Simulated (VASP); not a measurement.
# KNi (P4/mmm) in VASP: reference runs

Reference runs on KNi: the cell as given.

Everything below comes from runs of VASP 6.6.1. Logs are shortened: lines on timing, memory, paths and dates and some standing lists are left out, and cuts for length are marked.

## (1) Starting point

The structure is tetragonal, space group P4/mmm (No. 123). The conventional cell has a = 3.660 Å, b = 3.660 Å, c = 3.479 Å, α = 90.00°, β = 90.00°, γ = 90.00°. K (site symmetry 4/mmm) is surrounded by 8 Ni at 3.12 Å and 2 K at 3.48 Å. Ni (site symmetry 4/mmm) is surrounded by 8 K at 3.12 Å and 2 Ni at 3.48 Å.

The cell was built by a generator and needn't be a form met in nature.

## (2) Single point, PBE, collinear spin, ferromagnetic start

Input file INCAR:

```
SYSTEM = KNi
PREC     = Accurate       ! precision mode
ENCUT    = 520            ! plane-wave cutoff, eV
EDIFF    = 1E-7           ! SCF threshold, eV
ISMEAR   = -1             ! smearing method
SIGMA    = 0.05           ! smearing width, eV
LREAL    = .FALSE.        ! projectors in reciprocal space
LASPH    = .TRUE.         ! aspherical terms in the spheres
NELM     = 150            ! most SCF steps
ALGO     = Normal         ! electronic algorithm
ISIF     = 2              ! what is computed and relaxed
LWAVE    = .FALSE.        ! write WAVECAR
LCHARG   = .FALSE.        ! write CHGCAR
ISPIN    = 2              ! spin polarisation
MAGMOM   = 0 1            ! initial moments
LORBIT   = 11             ! projections on sites
LMAXMIX  = 4              ! l up to which the mixer works
GGA      = PE             ! functional
NBANDS   = 20             ! bands
```

Input file KPOINTS:

```
regular mesh
0
G
  7 7 8
  0 0 0
```

Input file POSCAR:

```
KNi
1.0
    3.6604778900      0.0000000000      0.0000000000
    0.0000000000      3.6604778900      0.0000000000
    0.0000000000      0.0000000000      3.4788877700
K Ni
1 1
Direct
    0.0000000000      0.0000000000      0.0000000000
    0.5000000000      0.5000000000      0.5000000000
```

Potentials or basis: VASP PAW PBE potentials, release 64 (K_sv, Ni).

On the command line:

```sh
> cat potpaw_PBE.64/K_sv/POTCAR potpaw_PBE.64/Ni/POTCAR > POTCAR
> mpirun -np 1 vasp_std > vasp.out
```

OUTCAR:

```text
SYSTEM = KNi
   PREC = Accurate
   ENCUT = 520
   EDIFF = 1E-7
   ISMEAR = -1
   LREAL = .FALSE.
   LASPH = .TRUE.
   NELM = 150
   ISIF = 2
   ISPIN = 2
   LORBIT = 11
   GGA = PE

 ion  position               nearest neighbor table
   1  0.000  0.000  0.000-   2 3.12   2 3.12   2 3.12   2 3.12   2 3.12   2 3.12   2 3.12   2 3.12

   2  0.500  0.500  0.500-   1 3.12   1 3.12   1 3.12   1 3.12   1 3.12   1 3.12   1 3.12   1 3.12

  LATTYP: Found a simple tetragonal cell.
 ALAT       =     3.6604778900
 C/A-ratio  =     0.9503916905

  Lattice vectors:

 A1 = (   3.6604778900,   0.0000000000,   0.0000000000)
 A2 = (   0.0000000000,   3.6604778900,   0.0000000000)
 A3 = (   0.0000000000,   0.0000000000,   3.4788877700)

Analysis of symmetry for initial positions (statically):
=====================================================================
 Subroutine PRICEL returns:
 Original cell was already a primitive cell.

 Routine SETGRP: Setting up the symmetry group for a
 simple tetragonal supercell.

 Subroutine GETGRP returns: Found 16 space group operations
 (whereof 16 operations were pure point group operations)
 out of a pool of 16 trial point group operations.

The static configuration has the point symmetry D_4h.

Analysis of symmetry for dynamics (positions and initial velocities):
=====================================================================
 Subroutine PRICEL returns:
 Original cell was already a primitive cell.

 Routine SETGRP: Setting up the symmetry group for a
 simple tetragonal supercell.

 Subroutine GETGRP returns: Found 16 space group operations
 (whereof 16 operations were pure point group operations)
 out of a pool of 16 trial point group operations.

The dynamic configuration has the point symmetry D_4h.

Analysis of structural, dynamic, and magnetic symmetry:
=====================================================================
 Subroutine PRICEL returns:
 Original cell was already a primitive cell.

 Routine SETGRP: Setting up the symmetry group for a
 simple tetragonal supercell.

 Subroutine GETGRP returns: Found 16 space group operations
 (whereof 16 operations were pure point group operations)
 out of a pool of 16 trial point group operations.

The overall configuration has the point symmetry D_4h.

 Subroutine INISYM returns: Found 16 space group operations
 (whereof 16 operations are pure point group operations),
 and found     1 'primitive' translations

[... 116 lines left out ...]
  Fermi-wavevector in a.u.,A,eV,Ry     =   1.213819  2.293786 20.046242  1.473357
  Thomas-Fermi vector in A             =   2.349259
   LORBIT       =     11    0 simple, 1 ext, 2 COOP (PROOUT), +10 PAW based schemes
   GGA     = PE    functional components
   LHFCALC =     F    Hartree Fock is set to
   AEXX    =    0.0000 exact exchange contribution
   IVDW    =     0    specifies the selected vdW correction
   LEPSILON=     F    determine dielectric tensor
   LRPA    =     F    only Hartree local field effects (RPA)
 spin polarized calculation
  energy-cutoff  :      520.00
  volume of cell :       46.61
 maximum number of plane-waves:      1281
 NGX is ok and might be reduce to    28
   NGX = 13   NGY = 13   NGZ = 13

 number of electron      18.9999991 magnetization       0.7061562

 Free energy of the ion-electron system (eV)
  ---------------------------------------------------
  ext. energy  EPLUGINS =         0.00000000
  ---------------------------------------------------
  free energy    TOTEN  =        -4.29095149 eV

  energy without entropy =       -4.27503916  energy(sigma->0) =       -4.28299532

 E-fermi :   2.3529     XC(G=0):  -9.2365

 val. band max:        2.3514049055   @ k =   0.2857   0.1429   0.5000
 cond. band min:       2.3556532062   @ k =   0.4286   0.4286   0.2500
 fundamental gap:      0.0042483007
 Fermi energy:         2.3528938411

 spin component 1

 k-point     1 :       0.0000    0.0000    0.0000
  band No.  band energies     occupation
      1     -27.6467      1.00000
      2     -11.0181      1.00000
      3     -11.0181      1.00000
      4     -10.9461      1.00000
      5      -1.4868      1.00000
      6       0.7026      1.00000
[... 541 lines left out ...]
     19      14.7282      0.00000
     20      15.1278      0.00000

 [... further k-points ...]

 spin component 2

 k-point     1 :       0.0000    0.0000    0.0000
  band No.  band energies     occupation
      1     -27.6522      1.00000
      2     -11.0240      1.00000
      3     -11.0240      1.00000
      4     -10.9550      1.00000
      5      -1.4370      1.00000
      6       1.6457      1.00000
[... 541 lines left out ...]
     19      14.8476      0.00000
     20      15.1540      0.00000

 [... further k-points ...]

------------------------ aborting loop because EDIFF is reached ----------------------------------------

  FORCE on cell =-STRESS in cart. coord.  units (eV):
  Direction    XX          YY          ZZ          XY          YZ          ZX
  --------------------------------------------------------------------------------------
  -------------------------------------------------------------------------------------
  Total        1.4433965      1.4433965      1.0323844      0.0000000      0.0000000      0.0000000
  in kB       49.6112566     49.6112566     35.4842812      0.0000000      0.0000000      0.0000000
  external PRESSURE =      44.9022648 kB  Pullay stress =       0.0000000 kB

 VOLUME and BASIS-vectors are now :
 -----------------------------------------------------------------------------
  energy-cutoff  :      520.00
  volume of cell :       46.61
      direct lattice vectors                 reciprocal lattice vectors
     3.660477890  0.000000000  0.000000000     0.273188373  0.000000000  0.000000000
     0.000000000  3.660477890  0.000000000     0.000000000  0.273188373  0.000000000
     0.000000000  0.000000000  3.478887770     0.000000000  0.000000000  0.287448192

 POSITION                                       TOTAL-FORCE (eV/Angst)
 -----------------------------------------------------------------------------------
      0.00000      0.00000      0.00000         0.000000      0.000000      0.000000
      1.83024      1.83024      1.73944         0.000000      0.000000      0.000000
 -----------------------------------------------------------------------------------
    total drift:                                0.000000      0.000000      0.000000

  FREE ENERGIE OF THE ION-ELECTRON SYSTEM (eV)
  ---------------------------------------------------
  free  energy   TOTEN  =        -4.2909514869 eV

  energy  without entropy=       -4.2750391614  energy(sigma->0) =       -4.28299532

 total charge

# of ion       s       p       d       tot
------------------------------------------
    1        1.985   5.572   0.069   7.626
    2        0.514   0.061   8.408   8.983
--------------------------------------------------
tot          2.498   5.634   8.477  16.609

 magnetization (x)

# of ion       s       p       d       tot
------------------------------------------
    1       -0.001   0.001  -0.005  -0.006
    2        0.033  -0.002   0.695   0.726
--------------------------------------------------
tot          0.031  -0.001   0.690   0.720
```

OSZICAR:

```text
N       E                     dE             d eps       ncg     rms          rms(c)
DAV:   1     0.122557343071E+03    0.12256E+03   -0.88517E+03  4000   0.103E+03
DAV:   2     0.166357382585E+01   -0.12089E+03   -0.11127E+03  4092   0.248E+02
DAV:   3    -0.424748278273E+01   -0.59111E+01   -0.57255E+01  4968   0.575E+01
DAV:   4    -0.445219410959E+01   -0.20471E+00   -0.20342E+00  5884   0.804E+00
DAV:   5    -0.445471270177E+01   -0.25186E-02   -0.25166E-02  4848   0.920E-01    0.957E+00
DAV:   6    -0.533185008395E+01   -0.87714E+00   -0.44055E+00  4512   0.236E+01    0.115E+01
DAV:   7    -0.428736687569E+01    0.10445E+01   -0.35047E+00  4496   0.170E+01    0.434E+00
DAV:   8    -0.429921272508E+01   -0.11846E-01   -0.80926E-02  5416   0.224E+00    0.276E+00
DAV:   9    -0.429046339920E+01    0.87493E-02   -0.59946E-02  4780   0.251E+00    0.601E-01
DAV:  10    -0.429061799428E+01   -0.15460E-03   -0.35902E-03  5740   0.558E-01    0.132E-01
DAV:  11    -0.429087570187E+01   -0.25771E-03   -0.39268E-04  5280   0.172E-01    0.111E-01
DAV:  12    -0.429092709056E+01   -0.51389E-04   -0.10771E-04  5360   0.113E-01    0.453E-02
DAV:  13    -0.429094785120E+01   -0.20761E-04   -0.45230E-05  5244   0.677E-02    0.240E-02
DAV:  14    -0.429095098448E+01   -0.31333E-05   -0.45693E-06  5208   0.210E-02    0.694E-03
DAV:  15    -0.429095124787E+01   -0.26339E-06   -0.22600E-06  4824   0.127E-02    0.380E-03
DAV:  16    -0.429095151607E+01   -0.26820E-06   -0.36638E-07  4712   0.627E-03    0.181E-03
DAV:  17    -0.429095148688E+01    0.29187E-07   -0.40379E-08  2492   0.282E-03
   1 F= -.42909515E+01 E0= -.42829953E+01  d E =-.159123E-01  mag=     0.7061
```

Run time: 1.9 min. Hardware: 1 thread of AMD EPYC 7R13 (Zen 3), shared host; peak memory 0.18 GiB.

Results:

| Quantity | Value |
| --- | --- |
| Free energy | -4.2910 eV |
| Pressure | 4.5 GPa |
| Band gap on the k mesh | none (metal or under the smearing width) |
| Net moment | 0.71 μB per cell |
| Site moments | K -0.01; Ni +0.73 μB |
| Valence electrons inside the program's atomic spheres | K 7.63; Ni 8.98 |
